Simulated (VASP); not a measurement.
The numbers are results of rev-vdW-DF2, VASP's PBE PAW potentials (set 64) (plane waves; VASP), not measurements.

A VASP calculation is set up with these files.

POSCAR:
```
BN
1
    1.2999062127    -2.2515038301     0.0000000000
    1.2999062127     2.2515038301     0.0000000000
    0.0000000000     0.0000000000     4.3012493638
B N
2 2
Direct
  0.6666670000   0.3333330000   0.5003071598
  0.3333330000   0.6666670000   0.0003071598
  0.6666670000   0.3333330000   0.8746928402
  0.3333330000   0.6666670000   0.3746928402
```

### INCAR
```
NSW = 30   # most ionic steps
EDIFFG = -0.01   # ionic stop
GGA = MK
LUSE_VDW = .TRUE.
SYSTEM = BN
LREAL = .FALSE.   # projection in real space or not
AGGAC = 0.0
SIGMA = 0.05   # width (eV)
LWAVE = .FALSE.
PARAM2 = 0.7114
PARAM1 = 0.1234568
ISMEAR = 0   # Gaussian
ENCUT = 520
ALGO = Normal
EDIFF = 1E-7
LASPH = .TRUE.
IBRION = 2   # conjugate gradients
PREC = Accurate
ZAB_VDW = -1.8867
LCHARG = .FALSE.
ISIF = 4
NELM = 100
```

File KPOINTS:
```
Automatic mesh
0
Gamma
10 10 5
0 0 0
```

POTCAR, in this order: B N (PBE.64 set). Program: vasp_std.

The resulting files:

OUTCAR:
```
 ion  position               nearest neighbor table
   1  0.667  0.333  0.500-   4 1.60   4 1.60   4 1.60   3 1.61
   2  0.333  0.667  0.000-   3 1.60   3 1.60   3 1.60   4 1.61
   3  0.667  0.333  0.875-   2 1.60   2 1.60   2 1.60   1 1.61
   4  0.333  0.667  0.375-   1 1.60   1 1.60   1 1.60   2 1.61
  LATTYP: Found a hexagonal cell.
 ALAT       =     2.5998126199
 C/A-ratio  =     1.6544459131
 Subroutine PRICEL returns:
 Original cell was already a primitive cell.
 Subroutine GETGRP returns: Found 12 space group operations
The static configuration has the point symmetry C_3v.
 The point group associated with its full space group is C_6v.
The dynamic configuration has the point symmetry C_3v.
 Subroutine INISYM returns: Found 12 space group operations
 Subroutine IBZKPT returns following result:
 Found     42 irreducible k-points:

 Following reciprocal coordinates:
            Coordinates               Weight
  0.000000  0.000000  0.000000      1.000000
  0.100000 -0.000000  0.000000      6.000000
  0.200000 -0.000000  0.000000      6.000000
  0.300000 -0.000000  0.000000      6.000000
  0.400000  0.000000  0.000000      6.000000
  0.500000 -0.000000  0.000000      3.000000
  0.100000  0.100000  0.000000      6.000000
  0.200000  0.100000  0.000000     12.000000
  0.300000  0.100000  0.000000     12.000000
  0.400000  0.100000  0.000000     12.000000
  0.200000  0.200000  0.000000      6.000000
  0.300000  0.200000  0.000000     12.000000
  0.400000  0.200000  0.000000      6.000000
  0.300000  0.300000  0.000000      6.000000
  0.000000  0.000000  0.200000      2.000000
  0.100000 -0.000000  0.200000     12.000000
  0.200000 -0.000000  0.200000     12.000000
  0.300000 -0.000000  0.200000     12.000000
  0.400000  0.000000  0.200000     12.000000
  0.500000 -0.000000  0.200000      6.000000
  0.100000  0.100000  0.200000     12.000000
  0.200000  0.100000  0.200000     24.000000
  0.300000  0.100000  0.200000     24.000000
  0.400000  0.100000  0.200000     24.000000
  0.200000  0.200000  0.200000     12.000000
  0.300000  0.200000  0.200000     24.000000
  0.400000  0.200000  0.200000     12.000000
  0.300000  0.300000  0.200000     12.000000
  0.000000  0.000000  0.400000      2.000000
  0.100000 -0.000000  0.400000     12.000000
  0.200000 -0.000000  0.400000     12.000000
  0.300000 -0.000000  0.400000     12.000000
  0.400000  0.000000  0.400000     12.000000
  0.500000 -0.000000  0.400000      6.000000
  0.100000  0.100000  0.400000     12.000000
  0.200000  0.100000  0.400000     24.000000
  0.300000  0.100000  0.400000     24.000000
  0.400000  0.100000  0.400000     24.000000
  0.200000  0.200000  0.400000     12.000000
  0.300000  0.200000  0.400000     24.000000
   k-points           NKPTS =     42   k-points in BZ     NKDIM =     42   number of bands    NBANDS=     12
   number of dos      NEDOS =    301   number of ions     NIONS =      4
   total plane-waves  NPLWV =  12800
   dimension x,y,z NGX =    20 NGY =   20 NGZ =   32
   dimension x,y,z NGXF=    40 NGYF=   40 NGZF=   64
   ions per type =               2   2
   PREC   = accura    normal or accurate (medium, high low for compatibility)
   ISTART =      0    job   : 0-new  1-cont  2-samecut
   ICHARG =      2    charge: 1-file 2-atom 10-const
   ISPIN  =      1    spin polarized calculation?
   LNONCOLLINEAR =      F non collinear calculations
   LSORBIT =      F    spin-orbit coupling
   INIWAV =      1    electr: 0-lowe 1-rand  2-diag
   ENCUT  =  520.0 eV  38.22 Ry    6.18 a.u.   4.83  4.83  8.00*2*pi/ulx,y,z
   NELM   =    100;   NELMIN=  2; NELMDL= -5     # of ELM steps
...
```

File OSZICAR:
```
       N       E                     dE             d eps       ncg     rms          rms(c)
DAV:   1     0.514920949402E+02    0.51492E+02   -0.86902E+03  1008   0.129E+03
DAV:   2    -0.310443869474E+02   -0.82536E+02   -0.76441E+02  1488   0.260E+02
DAV:   3    -0.336164454004E+02   -0.25721E+01   -0.25621E+01  1348   0.474E+01
DAV:   4    -0.336323444942E+02   -0.15899E-01   -0.15893E-01  1220   0.392E+00
DAV:   5    -0.336325572455E+02   -0.21275E-03   -0.21267E-03  1328   0.430E-01    0.917E+00
DAV:   6    -0.319083191391E+02    0.17242E+01   -0.52971E+00  1268   0.186E+01    0.424E+00
DAV:   7    -0.317976804823E+02    0.11064E+00   -0.19582E-01  1204   0.434E+00    0.261E+00
DAV:   8    -0.317636749812E+02    0.34006E-01   -0.81633E-02  1128   0.249E+00    0.228E-01
DAV:   9    -0.317625919623E+02    0.10830E-02   -0.23358E-03  1296   0.496E-01    0.115E-01
DAV:  10    -0.317627096930E+02   -0.11773E-03   -0.35241E-04  1240   0.187E-01    0.270E-02
DAV:  11    -0.317627046313E+02    0.50617E-05   -0.65752E-05  1280   0.685E-02    0.106E-02
DAV:  12    -0.317627056375E+02   -0.10063E-05   -0.54878E-06  1252   0.242E-02    0.244E-03
DAV:  13    -0.317627056911E+02   -0.53520E-07   -0.19531E-07  1032   0.462E-03
   1 F= -.31762706E+02 E0= -.31762706E+02  d E =-.317627E+02
       N       E                     dE             d eps       ncg     rms          rms(c)
DAV:   1    -0.317626678039E+02    0.37834E-04   -0.51197E-02  1132   0.216E+00    0.403E-02
DAV:   2    -0.317627281791E+02   -0.60375E-04   -0.70919E-04  1280   0.253E-01    0.247E-02
DAV:   3    -0.317627194009E+02    0.87782E-05   -0.10973E-05  1256   0.376E-02    0.107E-02
DAV:   4    -0.317627186329E+02    0.76800E-06   -0.71737E-06  1324   0.262E-02    0.272E-03
DAV:   5    -0.317627186325E+02    0.42724E-09   -0.12263E-06  1244   0.119E-02    0.114E-03
DAV:   6    -0.317627186076E+02    0.24863E-07   -0.53024E-08   656   0.294E-03
   2 F= -.31762719E+02 E0= -.31762719E+02  d E =-.129166E-04
       N       E                     dE             d eps       ncg     rms          rms(c)
DAV:   1    -0.317628106253E+02   -0.91993E-04   -0.12091E-02  1124   0.105E+00    0.195E-02
DAV:   2    -0.317628244476E+02   -0.13822E-04   -0.16714E-04  1280   0.123E-01    0.121E-02
DAV:   3    -0.317628224971E+02    0.19506E-05   -0.26246E-06  1248   0.184E-02    0.522E-03
DAV:   4    -0.317628223994E+02    0.97613E-07   -0.17070E-06  1324   0.128E-02    0.133E-03
DAV:   5    -0.317628224085E+02   -0.90346E-08   -0.28252E-07  1056   0.568E-03
   3 F= -.31762822E+02 E0= -.31762822E+02  d E =-.116717E-03
```

### OUTCAR
```
------------------------ aborting loop because EDIFF is reached ----------------------------------------
  FORCE on cell =-STRESS in cart. coord.  units (eV):
  Direction    XX          YY          ZZ          XY          YZ          ZX
  --------------------------------------------------------------------------------------
  Total       -3.1145149     -3.1145155     -3.1067007      0.0000000      0.0000000      0.0000000
  in kB     -198.1945330   -198.1945710   -197.6972707      0.0000000      0.0000000      0.0000000
  external PRESSURE =    -198.0287915 kB  Pullay stress =       0.0000000 kB
  volume of cell :       25.18
      direct lattice vectors                 reciprocal lattice vectors
     1.300006666 -2.251677812  0.000000000     0.384613412 -0.222056636 -0.000000000
     1.300006666  2.251677812 -0.000000000     0.384613412  0.222056636  0.000000000
     0.000000000 -0.000000000  4.300584680     0.000000000  0.000000000  0.232526522
  FREE ENERGIE OF THE ION-ELECTRON SYSTEM (eV)
  ---------------------------------------------------
  free  energy   TOTEN  =       -31.7628224085 eV

  energy  without entropy=      -31.7628224085  energy(sigma->0) =      -31.76282241

 reached required accuracy - stopping structural energy minimisation
```
(Selected blocks of OUTCAR.)

File CONTCAR:
```
BN
   1.00000000000000
     1.3000066659103615   -2.2516778115405449    0.0000000000000000
     1.3000066659103615    2.2516778115405449   -0.0000000000000000
     0.0000000000000000   -0.0000000000000000    4.3005846796910170
  B               N
     2     2
Direct
     0.6666669999999968    0.3333330000000032    0.5000309444241634
     0.3333330000000032    0.6666669999999968    0.0000309444241635
     0.6666669999999968    0.3333330000000032    0.8749690555758365
     0.3333330000000032    0.6666669999999968    0.3749690555758365
```

The compound is BN in the wurtzite structure, a metastable high-pressure form. This cell is one point of a volume scan, at 1.06 of the reference volume. Symmetry was kept, so distortions that lower it aren't found.
